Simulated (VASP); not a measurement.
Data:

```
CELL_PARAMETERS angstrom
      0.00000     3.15879     3.15879
      3.15879     0.00000     3.15879
      3.15879     3.15879     0.00000
ATOMIC_POSITIONS crystal
  K  0.00000 0.00000 0.00000
  Cl 0.50000 0.50000 0.50000
```

Computed with HSEsol screened hybrid, VASP's PBE PAW potentials (set 64) (plane waves; VASP 6.6.1). Run with 520 eV cut-off, 6×6×6 Γ-centred mesh, Gaussian smearing of 0.050 eV, potentials K_sv Cl.

Question: Estimate the energy per atom (σ→0), band gap (on the k-mesh) with the smallest direct gap where there is one.

Answer: 
The band gap (on the k-mesh) is 6.34 eV, the smallest direct gap (on the k-mesh) comes out as 6.34 eV and the energy per atom (σ→0) is -4.027 eV/atom.

The compound is KCl in the rock salt structure. This cell is one point of a volume scan, at 0.97 of the reference volume. The cell's shape comes from a PBE relaxation.
